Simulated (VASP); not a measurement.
A run of VASP 6.6.1 is set up as follows.

The input POSCAR:

```
CdCu2Cl4
1.0
    0.0000000000      5.3968258500      0.0000000000
    5.3968258500      0.0000000000      0.0000000000
    2.6984129200      2.6984129200     -5.4229587000
Cl Cu Cd
4 2 1
Direct
    0.4000000000      0.4000000000      0.7400000000
    0.6000000000      0.1400000000      0.2600000000
    0.8600000000      0.8600000000      0.7400000000
    0.1400000000      0.6000000000      0.2600000000
    0.7500000000      0.2500000000      0.5000000000
    0.2500000000      0.7500000000      0.5000000000
    0.0000000000      0.0000000000      0.0000000000
```

The input INCAR.step1:

```
SYSTEM = CdCu2Cl4
PREC = Accurate
ENCUT = 520
ISMEAR = 1
SIGMA = 0.0766
LREAL = .FALSE.
LASPH = .TRUE.
NELM = 100
NBANDS = 40
GGA = PE
ALGO = Normal
EDIFF = 1E-4
LWAVE = .TRUE.
LCHARG = .FALSE.
```

Contents of INCAR.step2:

```
SYSTEM = CdCu2Cl4
PREC = Accurate
ENCUT = 520
EDIFF = 1E-6
ISMEAR = 1
SIGMA = 0.0766
LREAL = .FALSE.
LASPH = .TRUE.
NELM = 100
ALGO = Normal
ISIF = 2
LWAVE = .FALSE.
LCHARG = .FALSE.
METAGGA = R2SCAN
LMIXTAU = .TRUE.
NBANDS = 40
ISTART = 1
```

KPOINTS

```
regular mesh
0
G
  5 5 5
  0 0 0
```

Potentials or basis: VASP PAW PBE potentials, release 64 (Cl, Cu, Cd).

The run is started by

```bash
$ cat potpaw_PBE.64/Cl/POTCAR potpaw_PBE.64/Cu/POTCAR potpaw_PBE.64/Cd/POTCAR > POTCAR
$ cp INCAR.step1 INCAR
$ mpirun -np 1 vasp_std > vasp.out
$ cp INCAR.step2 INCAR
$ mpirun -np 1 vasp_std > vasp.out
```

Problem. Estimate the pressure.

Solution. 0.6 GPa.

Problem. What does it give for the band gap on the k mesh?

Solution. 1.04 eV, direct.

Problem. What does it give for the largest force?

Solution. 0.037 eV/Å.

Stress tensor (GPa, compression positive):
```
0.45 0.00 0.00
0.00 0.45 0.00
0.00 0.00 0.77
```

Caveat: the PAW data sets were made with another functional, which shifts forces and pressure a little; an odd mesh through Γ misses points on the zone boundary, where band edges often lie. r2SCAN opens gaps a little over a GGA but as a rule still falls short of measured ones.
